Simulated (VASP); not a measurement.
OSZICAR of a VASP run on Eu (space group Im-3m):

File OSZICAR:
```
       N       E                     dE             d eps       ncg     rms          rms(c)
DAV:   1     0.916633861126E+02    0.91663E+02   -0.53070E+03  7096   0.161E+03
DAV:   2     0.194133184705E+01   -0.89722E+02   -0.82653E+02  8536   0.177E+02
DAV:   3    -0.793232777351E+01   -0.98737E+01   -0.97767E+01  8320   0.673E+01
DAV:   4    -0.905707495959E+01   -0.11247E+01   -0.11228E+01 12464   0.225E+01
DAV:   5    -0.909178373990E+01   -0.34709E-01   -0.34705E-01  9688   0.325E+00    0.296E+01
DAV:   6    -0.124854586383E+02   -0.33937E+01   -0.31027E+00  8504   0.127E+01    0.196E+01
DAV:   7    -0.114750373150E+02    0.10104E+01   -0.10176E+00 10496   0.109E+01    0.111E+01
DAV:   8    -0.114614876566E+02    0.13550E-01   -0.74214E-01  9232   0.112E+01    0.514E+00
DAV:   9    -0.114230506490E+02    0.38437E-01   -0.16436E-01 10016   0.531E+00    0.187E+00
DAV:  10    -0.114084612364E+02    0.14589E-01   -0.19600E-02 10568   0.826E-01    0.893E-01
DAV:  11    -0.114080905881E+02    0.37065E-03   -0.33777E-03 11264   0.580E-01    0.667E-01
DAV:  12    -0.114078313330E+02    0.25926E-03   -0.11518E-03 10816   0.335E-01    0.407E-01
DAV:  13    -0.114077548893E+02    0.76444E-04   -0.42736E-04 10648   0.166E-01    0.693E-02
DAV:  14    -0.114077607327E+02   -0.58434E-05   -0.50967E-05 12600   0.509E-02    0.303E-02
DAV:  15    -0.114077612399E+02   -0.50724E-06   -0.55071E-06 10288   0.201E-02
   1 F= -.11407761E+02 E0= -.11367084E+02  d E =-.813546E-01  mag=     7.3139
```

### Question
Which electronic solver shows in the log?

### Answer
It is blocked Davidson (ALGO = Normal, or the opening steps of other solvers). The INCAR had ALGO = Normal.

### Question
How was spin treated?

### Answer
Collinear spin (ISPIN = 2): the summary line carries one mag value, 7.31 μB in the cell.

### Question
Can the final energy be trusted as converged?

### Answer
Self-consistency was reached. It stopped with EDIFF = 1E-6, NELM = 100 (PBE GGA, plane waves, VASP's PBE PAW potentials (set 64)).   The run has a spin-polarised start.

The structure comes from a computed database's Eu entry; how it stands against other phases isn't given here. The cell was not relaxed at this level. The run is one of a series of settings (KPOINTS 14×14×14 Γ-centred mesh against the base run), some of them coarse on purpose.
